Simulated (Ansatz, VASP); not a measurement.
**AsN (h-BN type (invented)) in two plane-wave programs**

Aim: how closely do two programs agree when they are given the same cell, functional and k mesh? The cell is generated by rule, not measured, and may not be a known phase. The cell is taken from a series of runs on this material, whose earlier steps may have relaxed, scaled, displaced or heated it; both programs get it as it stands.

Main program and level: Ansatz 0.2.0; plane waves, with VASP 6.6.1 beside it; relaxation of cell and atoms at PBE with D3(BJ).

### 1. Starting point

The structure is hexagonal, space group P6_3/mmc (No. 194). The conventional cell has a = 3.759 Å, b = 3.759 Å, c = 4.635 Å, α = 90.00°, β = 90.00°, γ = 120.00°. As has 5 N at 2.17 to 2.32 Å nearest. Nearest to N lie 5 As at 2.17 to 2.32 Å. Farther neighbours and most contacts between anions are not listed.

As a file:

```xyz
4
Lattice="3.7591 0.0000 0.0000 -1.8795 3.2555 0.0000 0.0000 0.0000 4.6348" Properties=species:S:1:pos:R:3 pbc="T T T"
As    0.0000    2.1703    1.1587
As    1.8795    1.0852    3.4761
N     1.8795    1.0852    1.1587
N     0.0000    2.1703    3.4761
```

### 2. VASP: relaxation of cell and atoms, PBE with D3(BJ)

The relaxed volume is the usual yardstick between codes: in a stiff, nearly cubic crystal its relative difference is about their pressure difference at one cell divided by the bulk modulus.

Lines of VASP's logs that name or quote its potential files are left out, and so is its time.

File INCAR:

```
SYSTEM = AsN
PREC = Accurate
ENCUT = 600
EDIFF = 1E-07
NELM = 120
ISMEAR = 0
SIGMA = 0.01
LREAL = .FALSE.
ALGO = Normal
GGA = PE
IVDW = 12
NBANDS = 16
LORBIT = 11
LWAVE = .FALSE.
LCHARG = .FALSE.
ISIF = 3
IBRION = 2
NSW = 80
EDIFFG = -0.005
LASPH = .TRUE.
GGA_COMPAT = .FALSE.
NELMIN = 4
KPAR = 2
```

File POSCAR:

```
AsN
1.0
    3.7590910000      0.0000000000      0.0000000000
   -1.8795450000      3.2554680000      0.0000000000
    0.0000000000      0.0000000000      4.6348230000
As N
2 2
Direct
    0.3333332447      0.6666666667      0.2500000539
    0.6666664893      0.3333333333      0.7499999461
    0.6666664893      0.3333333333      0.2500000539
    0.3333332447      0.6666666667      0.7499999461
```

File KPOINTS:

```
Automatic mesh
0
Gamma
12 12 8
0 0 0
```

Potentials, in the order of the species: As and N (PBE family, release 64).

Command:

```
mpirun -np 2 vasp_std
```

Numbers of over 12 decimals in the logs are rounded to 6 here.

What it wrote:

```text
[banner, memory and clock lines left out]
running    2 mpi-ranks, on    1 nodes
 distrk:  each k-point on    1 cores,    2 groups
 distr:  one band on    1 cores,    1 groups

 POSCAR found type information on POSCAR AsN
 POSCAR found :  2 types and       4 ions
 LDA part: xc-table for (Slater+PW92), standard interpolation
 POSCAR, INCAR and KPOINTS ok, starting setup
 FFT: planning ... GRIDC
 FFT: planning ... GRID_SOFT
 FFT: planning ... GRID
 WAVECAR not read
 entering main loop
       N       E                     dE             d eps       ncg     rms          rms(c)
DAV:   1     0.902569196258E+02    0.90257E+02   -0.10275E+04  3040   0.125E+03
DAV:   2    -0.187010897668E+02   -0.10896E+03   -0.10445E+03  4408   0.231E+02
DAV:   3    -0.249073201868E+02   -0.62062E+01   -0.61838E+01  3536   0.618E+01
DAV:   4    -0.249577308749E+02   -0.50411E-01   -0.50382E-01  3664   0.571E+00
DAV:   5    -0.249580968843E+02   -0.36601E-03   -0.36600E-03  3440   0.455E-01    0.116E+01
DAV:   6    -0.221851238757E+02    0.27730E+01   -0.17982E+01  3840   0.284E+01    0.532E+00
DAV:   7    -0.219562570956E+02    0.22887E+00   -0.19984E+00  3464   0.103E+01    0.341E+00
DAV:   8    -0.219761632869E+02   -0.19906E-01   -0.42672E-01  3416   0.485E+00    0.209E+00
DAV:   9    -0.219378750185E+02    0.38288E-01   -0.11522E-01  3472   0.242E+00    0.295E-01
DAV:  10    -0.219388535917E+02   -0.97857E-03   -0.83970E-03  3416   0.665E-01    0.158E-01
DAV:  11    -0.219388342736E+02    0.19318E-04   -0.36604E-04  3624   0.151E-01    0.275E-02
DAV:  12    -0.219388539369E+02   -0.19663E-04   -0.32943E-05  3704   0.349E-02    0.294E-02
DAV:  13    -0.219388488812E+02    0.50557E-05   -0.18870E-05  3888   0.288E-02    0.752E-03
DAV:  14    -0.219388482785E+02    0.60272E-06   -0.24218E-06  3464   0.115E-02    0.549E-04
DAV:  15    -0.219388481817E+02    0.96780E-07   -0.60213E-08  2392   0.183E-03
   1 F= -.23049619E+02 E0= -.23049619E+02  d E =-.230496E+02
 curvature:   0.00 expect dE= 0.000E+00 dE for cont linesearch  0.000E+00
 trial: gam= 0.00000 g(F)=  0.235E-40 g(S)=  0.344E-04 ort = 0.000E+00 (trialstep = 0.100E+01)
 search vector abs. value=  0.344E-04
 bond charge predicted
       N       E                     dE             d eps       ncg     rms          rms(c)
DAV:   1    -0.219388645080E+02   -0.16230E-04   -0.21447E-03  3072   0.334E-01    0.277E-02
DAV:   2    -0.219388504172E+02    0.14091E-04   -0.52102E-05  4072   0.498E-02    0.166E-02
DAV:   3    -0.219388405231E+02    0.98941E-05   -0.15770E-05  3640   0.266E-02    0.132E-03
DAV:   4    -0.219388405762E+02   -0.53177E-07   -0.80029E-07  3376   0.646E-03
   2 F= -.23049640E+02 E0= -.23049640E+02  d E =-.206679E-04
 trial-energy change:   -0.000021  1 .order   -0.000021   -0.000034   -0.000007
 step:   1.2498(harm=  1.2498)  dis= 0.00000  next Energy=   -23.049640 (dE=-0.215E-04)
 reached required accuracy - stopping structural energy minimisation
```

Parts of OUTCAR (step 2):

```text
ion  position               nearest neighbor table
   1  0.333  0.667  0.250-   3 2.17   3 2.17   3 2.17   4 2.32   4 2.32
   2  0.667  0.333  0.750-   4 2.17   4 2.17   4 2.17   3 2.32   3 2.32
   3  0.667  0.333  0.250-   1 2.17   1 2.17   1 2.17   2 2.32   2 2.32
   4  0.333  0.667  0.750-   2 2.17   2 2.17   2 2.17   1 2.32   1 2.32

  LATTYP: Found a hexagonal cell.
 ALAT       =     3.7590910000
 C/A-ratio  =     1.2329637670

 Subroutine GETGRP returns: Found 24 space group operations
 (whereof 12 operations were pure point group operations)

The static configuration has the point symmetry D_3d.
 The point group associated with its full space group is D_6h.

 Found     95 irreducible k-points:

   k-points           NKPTS =     95   k-points in BZ     NKDIM =     95   number of bands    NBANDS=     16

   dimension x,y,z NGX =    30 NGY =   30 NGZ =   40
   dimension x,y,z NGXF=    60 NGYF=   60 NGZF=   80

   ENCUT  =  600.0 eV  44.10 Ry    6.64 a.u.   7.51  7.51  9.26*2*pi/ulx,y,z

   NELECT =      20.0000    total number of electrons

 k-points in reciprocal lattice and weights: Automatic mesh
   0.00000000  0.00000000  0.00000000       0.001
   0.08333333  0.00000000  0.00000000       0.005
   0.16666667  0.00000000  0.00000000       0.005
   0.25000000  0.00000000  0.00000000       0.005
   0.33333333  0.00000000  0.00000000       0.005
   0.41666667  0.00000000  0.00000000       0.005
   0.50000000  0.00000000  0.00000000       0.003
   0.08333333  0.08333333  0.00000000       0.005
   0.16666667  0.08333333  0.00000000       0.010
[...]
0.33333333  0.25000000  0.50000000       0.010
   0.33333333  0.33333333  0.50000000       0.002

 Edisp (eV)   -1.11077

 average (electrostatic) potential at core
       1 -50.1114       2 -50.1114       3 -63.4549       4 -63.4549

 E-fermi :   6.5631

 k-point     1 :       0.0000    0.0000    0.0000
  band No.  band energies     occupation
    ...
      6       0.6331      2.00000
      7       0.6332      2.00000
      8       2.8554      2.00000
      9       2.8554      2.00000
     10       3.3733      2.00000
     11       7.0144      0.00000
     12       7.0144      0.00000
     13       9.4193      0.00000
     14       9.4193      0.00000
     15      11.3589      0.00000
    ...

 k-point     2 :       0.0833    0.0000    0.0000
  band No.  band energies     occupation
    ...
      6       0.5208      2.00000
      7       1.0149      2.00000
      8       2.8078      2.00000
      9       3.2192      2.00000
     10       3.2640      2.00000
     11       6.8638      0.00000
     12       7.2306      0.00000
     13       9.3726      0.00000
     14       9.5850      0.00000
     15      11.2714      0.00000
    ...

 k-point     3 :       0.1667    0.0000    0.0000
  band No.  band energies     occupation
    ...
      6       0.2469      2.00000
      7       1.7063      2.00000
      8       2.6700      2.00000
      9       2.9497      2.00000
     10       3.9181      2.00000
     11       6.6810      0.00000
     12       7.8371      0.00000
     13       9.2954      0.00000
     14      10.0296      0.00000
     15      11.0711      0.00000
    ...

 Edisp (eV)   -1.11080

  Total       0.00413     0.00413    -0.00894     0.00000     0.00000     0.00000
  in kB       0.11665     0.11665    -0.25252     0.00000     0.00000     0.00000
  external pressure =       -0.01 kB  Pullay stress =        0.00 kB

  energy-cutoff  :      600.00
  volume of cell :       56.72
      direct lattice vectors                 reciprocal lattice vectors
     3.760011645  0.000000000  0.000000000     0.265956623  0.153550101  0.000000000
    -1.880005322  3.256265301  0.000000000    -0.000000000  0.307100284  0.000000000
     0.000000000 -0.000000000  4.632305061     0.000000000  0.000000000  0.215875247

 POSITION                                       TOTAL-FORCE (eV/Angst)
 -----------------------------------------------------------------------------------
      0.00000      2.17084      1.15808         0.000000     -0.000000     -0.000000
      1.88001      1.08542      3.47423        -0.000000      0.000000      0.000000
      1.88001      1.08542      1.15808        -0.000000      0.000000     -0.000000
      0.00000      2.17084      3.47423         0.000000     -0.000000      0.000000
 -----------------------------------------------------------------------------------
    total drift:                                0.000766      0.000006      0.000131

  FREE ENERGIE OF THE ION-ELECTRON SYSTEM (eV)
  ---------------------------------------------------
  free  energy   TOTEN  =       -23.0496396372 eV

  energy  without entropy=      -23.0496396371  energy(sigma->0) =      -23.04963964

 reached required accuracy - stopping structural energy minimisation

 total charge
# of ion       s       p       d       tot
------------------------------------------
    1        1.412   1.053   0.094   2.559
    2        1.412   1.053   0.094   2.559
    3        1.327   2.234   0.000   3.560
    4        1.327   2.234   0.000   3.560
--------------------------------------------------
tot          5.477   6.572   0.188  12.238

[... 3 further parts left out ...]
```

CONTCAR:

```
AsN
   1.00000000000000
     3.7600116446393690    0.0000000001413997    0.0000000000000000
    -1.8800053220747728    3.2562653013535954    0.0000000000000000
     0.0000000000000000   -0.0000000000000000    4.6323050610920049
  As              N
     2     2
Direct
     0.3333332447000004    0.6666666667000030    0.2500000539000027
     0.6666664892999989    0.3333333332999970    0.7499999460999973
     0.6666664892999989    0.3333333332999970    0.2500000539000027
     0.3333332447000004    0.6666666667000030    0.7499999460999973
```

### 3. Ansatz: relaxation of cell and atoms, PBE with D3(BJ)

Ansatz runs on its default PAW (the set named soft_2) files.

The same cell, functional, mesh and smearing now go to Ansatz, which takes its cutoff from its data sets.

File input.yaml:

```yaml
crystal:
  lattice:
    - [3.7590906174, 0.0, 0.0]
    - [-1.8795453087, 3.2554679698, 0.0]
    - [0.0, 0.0, 4.6348225852]
  atoms:
    - { symbol: As, position: [0.3333333333, 0.6666666667, 0.25] }
    - { symbol: As, position: [0.6666666667, 0.3333333333, 0.75] }
    - { symbol: "N", position: [0.6666666667, 0.3333333333, 0.25] }
    - { symbol: "N", position: [0.3333333333, 0.6666666667, 0.75] }
kpoints:
  mp_grid: { grid: [12, 12, 8] }
hamiltonian:
  xc: pbe
  dispersion: d3bj
scf:
  occupations: { method: gaussian, width: 0.01 }
output:
  forces: true
  stress: true
  eigenvalues: true
relax:
  adjacent_minimum: "off"
  f_tol: 0.001
  max_steps: 60
  cell: { stress_tol: 0.01 }
```

Command:

```
ansatz run input.yaml --threads 2 --pin off --max-ram 5120MiB --backend cpu --events-out ev --progress --plain --runs-dir out
```

What it wrote:

```text
Engine: ansatz 0.2.0, aarch64-unknown-linux-gnu
Pseudopotentials: kind: paw
Pseudopotential: As, paw, valence charge 15, recommended cutoff 420 eV (normal), As.paw.azcp
Pseudopotential: N, paw, valence charge 5, recommended cutoff 420 eV (normal), N.paw.azcp
Functional definition: PBE
  parameter kappa = 0.804
  parameter beta = 0.066725
  exchange = pbe_x(kappa = kappa, mu = beta*pi^2/3)
  correlation = pbe_c(beta = beta)
Crystal: 4 atoms, lattice volume = 56.719 Å³
Basis set: ecut = 420 eV, 1107 PW (Γ), exchange–correlation on 54×54×64 points (8 copies of the dense FFT grid, shifted against one another)
Bands: 24, of which v1, the nominal top of the filled ones, is band 20 counted from 1 (19 counted from 0)
Symmetry: 24 space group operations
Space group: P63/mmc (ITA 194), of the structure as read, at distance tolerance 3.8e-5 Å
k-points: 95 of 1152
Non-local potential: As, projectors of the file, l = 0: 2, l = 1: 2, l = 2: 3, l = 3: 1
Non-local potential: N, projectors of the file, l = 0: 2, l = 1: 2, l = 2: 1
PAW form: soft (Blöchl's): semilocal exchange-correlation on the pseudo side does not see the compensation charge
PAW one-centre angular grid: As, 590 points (default); XC on 64 Gauss nodes
PAW one-centre angular grid: N, 110 points (default); XC on 64 Gauss nodes
Initial density: superposition of atomic densities (neutral atoms: chi_scale 0, normalization atom), corrected by the library's trained network
Initial wavefunctions: pseudopotential atomic-orbital guess
Functional: x = pbe(κ = 0.804, μ = 0.219515), c = pbe(β = 0.066725)
SCF iter   1: F=—  HF=-10477.198531 eV  |F-HF|=—  |Δ(HF+E_count)|=         —  Δρ=7.51e-3  dr2=4.27e-2  ethr=1.77e-3  ⟨swp⟩=6.0  Hψ=9600  notcnv=0
preconditioner: auto → Resta (q_TF=auto, 2.574 Å⁻¹)  ε∞=5.7  [insulator: Δε(μ)=0.099 eV  Ē_g=10.157 eV  σ=0.010 eV  W_gap=1.00  n_scr=20 (ndim 8)  ℏωp=22.0 eV  f_vac=0.032  D(μ)=0.00/eV (n_scr^D=0)  ε∞_Penn≈5.7]
SCF iter   2: F=—  HF=-10477.191950 eV  |F-HF|=—  |Δ(HF+E_count)|=   6.58e-3  Δρ=2.93e-3  dr2=6.11e-3  ethr=1.07e-4  ⟨swp⟩=2.0  Hψ=3734  notcnv=0
SCF iter   3: F=—  HF=-10477.192103 eV  |F-HF|=—  |Δ(HF+E_count)|=   1.54e-4  Δρ=1.69e-3  dr2=2.99e-3  ethr=1.53e-5  ⟨swp⟩=2.0  Hψ=3219  notcnv=0
SCF iter   4: F=—  HF=-10477.192704 eV  |F-HF|=—  |Δ(HF+E_count)|=   6.01e-4  Δρ=4.10e-4  dr2=1.13e-4  ethr=7.48e-6  ⟨swp⟩=2.1  Hψ=3385  notcnv=0
SCF iter   5: F=—  HF=-10477.192749 eV  |F-HF|=—  |Δ(HF+E_count)|=   4.52e-5  Δρ=2.24e-4  dr2=1.65e-5  ethr=2.82e-7  ⟨swp⟩=2.0  Hψ=4223  notcnv=0
SCF iter   6: F=—  HF=-10477.192786 eV  |F-HF|=—  |Δ(HF+E_count)|=   3.72e-5  Δρ=3.08e-5  dr2=3.76e-7  ethr=4.11e-8  ⟨swp⟩=2.0  Hψ=3316  notcnv=0
SCF iter   7: F=-10477.192788 eV  HF=-10477.192788 eV  |F-HF|=8.74e-8  |Δ(HF+E_count)|=   1.63e-6  Δρ=6.53e-6  dr2=1.47e-8  ethr=2.50e-10  ⟨swp⟩=5.3  Hψ=9166  notcnv=0
SCF 1 converged in 7 iterations: F = -10477.192788 eV  dr2 = 1.47e-8
  greatest PAW one-centre occupation: 1.000 electrons in one spin orbital (limit 2), on the As atom at site 1 (counted from 0), in its partial waves of l = 2
relax step   1: F+E_penalty+E_count = -10477.19278798 eV  Δ(F+E_penalty+E_count) = +0.000e0 eV  max|allowed force component| = 2.373e-15 eV/Å  Δτ_max = 0.0000 Å  P = +0.000 GPa  Ω = 56.719 Å³  (7 SCF iters, dr2 threshold 1.00e-7 eV, accepted)
[...]
relax step   2: F+E_penalty+E_count = -10477.19278983 eV  Δ(F+E_penalty+E_count) = -1.857e-6 eV  max|allowed force component| = 1.527e-16 eV/Å  Δτ_max = 0.0000 Å  P = +0.001 GPa  Ω = 56.719 Å³  energy of the carried Pulay correction = +1.378e-6 eV  (4 SCF iters, dr2 threshold 1.08e-9 eV, accepted)
[...]
relax step   3: F+E_penalty+E_count = -10477.19278187 eV  Δ(F+E_penalty+E_count) = +7.961e-6 eV  max|allowed force component| = 1.804e-16 eV/Å  Δτ_max = 0.0000 Å  P = +0.001 GPa  Ω = 56.719 Å³  stress off target by 9.69e-3 GPa  SCF on the basis re-selected at this cell (its energy is not comparable with the rows above)  (6 SCF iters)
basis re-selected at this cell: Δ(F+E_penalty+E_count) = +7.961e-6 eV, ΔP = -0.000 GPa vs the last step (what re-selecting the basis moved, of the pressure what is left beyond the Pulay correction that the steps carried, after the strain that the cell walked since its last selection, with what the two solves' SCF thresholds leave and, on support functions, any second-order correction that the steps lacked; it is no m [...]
SCF converged after 6 iterations
Free energy (F): -10477.192782 eV
Harris-Foulkes:  -10477.192782 eV  (|F-HF|=3.64e-12)
Internal energy: -10477.192782 eV  (E = F + TS)
E sigma→0 (E₀):  -10477.192782 eV
Fermi energy:    11.351875 eV
--- Per-component energies (eV) ---
  E_band       = -455.778286
  E_kinetic    = 456.149295
  E_local      = -3665.839942  (includes V_loc(G=0)·N_el)
  E_nonlocal   = -1248.374176
  E_hartree    = 1939.332078
  E_xc         = -277.619261
  E_vxc        = -309.540004  (∫ρ·V_xc dr)
  E_paw        = -3919.649417  (= ΣΔE_a)
  E_vpaw       = 433.162193  (= ΣTr[D̂ρ^β])
  E_aug_tail   = 0.000183  (compensation charges beyond the density's cutoff)
  E_ewald      = -3760.080531
  E_disp       = -1.111012  (pairwise vdW)
  E_smearing   = -0.000000  (= −TS)
  E_closure    = 0.000000  (closes the sum)
  Σ components = -10477.192782   (vs F -10477.192782, Δ=0.00e0)
--- Forces (eV/Å), atoms counted from 1 ---
  atom   1  As    -0.00000000     0.00000000     0.00000000
  atom   2  As     0.00000000     0.00000000     0.00000000
  atom   3  N     -0.00000000     0.00000000     0.00000000
  atom   4  N     -0.00000000     0.00000000     0.00000000
  max |Σ_I F_I| component: 4.63e-16 eV/Å
--- Stress (GPa, compression-positive) ---
        0.006614      -0.000000       0.000000
       -0.000000       0.006614       0.000000
        0.000000       0.000000      -0.009691
  P = ⅓ Tr σ = 0.0012 GPa (0.012 kbar)
--- Band table (eV; the first three rows and the last of 95) ---
  k-point 0: bands = [... 16 lower, 5.4249, 7.6404, 7.6404, 8.1667, 11.8089, 11.8089, 14.2112, 14.2112]
  k-point 1: bands = [... 16 lower, 5.4965, 7.5456, 7.5456, 8.6214, 11.8308, 11.8308, 14.0455, 14.0455]
  k-point 2: bands = [... 16 lower, 5.7055, 7.2767, 7.2767, 9.5384, 11.9354, 11.9354, 13.6214, 13.6214]
  k-point 94: bands = [... 16 lower, 8.4947, 8.4947, 11.3107, 11.3107, 11.7775, 11.7775, 13.2067, 13.2067]
--- Relaxed structure (2 steps of the walk, 2 accepted, 1 SCFs on fresh bases) ---
  F+E_penalty+E_count = -10477.19278187 eV   max|allowed force component| = 1.804e-16 eV/Å   (the final SCF, on the basis selected at the relaxed cell)
  cell:  # Å, volume = 56.7187 Å³
    - [3.759186, 0.0, 0.0]
    - [-1.879593, 3.255550, 0]
    - [0.0, 0, 4.634555]
  atoms:
    - { symbol: As, position: [0.333333, 0.666667, 0.250000] }
    - { symbol: As, position: [0.666667, 0.333333, 0.750000] }
    - { symbol: N, position: [0.666667, 0.333333, 0.250000] }
    - { symbol: N, position: [0.333333, 0.666667, 0.750000] }
```

Reading the cycles: dr2 is the Hartree energy of the density residual (eV), the measure of convergence; HF is the Harris–Foulkes estimate of the energy, which meets the free energy F at convergence.

### 4. Side by side

Known differences besides the potentials themselves: the data sets hold 40 valence electrons in Ansatz (on its default PAW (the set named soft_2) files) and 20 in VASP; the cutoff is 420 eV in Ansatz and 600 eV in VASP; Ansatz adds a Pulay correction to the stress that steers its cell, VASP none. Total energies have different zeros and are not compared.

Compared:

| quantity | Ansatz | VASP | difference |
| --- | --- | --- | --- |
| volume (Å³) | 56.72 | 56.72 | +0.00 % |
| edge a after relaxation, in the typed setting (Å) | 3.759 | 3.760 | -0.02 % |
| edge c after relaxation, in the typed setting (Å) | 4.635 | 4.632 | +0.05 % |

### 5. What came out

```json
{
  "difference in edge c after relaxation, in the typed setting (relaxation of cell and atoms, PBE with D3(BJ))": "0.050 %"
}
```

What this shows: The difference in edge c after relaxation, in the typed setting is 0.050 % (relaxation of cell and atoms, PBE with D3(BJ)), within the 1.2 % picked in this series as the mark of a large difference, as far as the stopping tolerances let one tell. The data sets hold unlike numbers of valence electrons (40 in Ansatz and 20 in VASP), so part of the differences comes from the potentials. How closely two codes agree says nothing of how well the functional describes the real material.

[Lines on the potential files, build, host, timing and source positions are cut from VASP's logs without a mark.]

[Logs are printed without paths, hosts, clocks, repeated set-up lines and the standing remarks that a program may print on its own settings, such as how far it seeks lower states.]

[Hosts, paths, dates, database ids (printed as entryN), source tags and the programs' standing remarks are cut or masked in the printed files.]
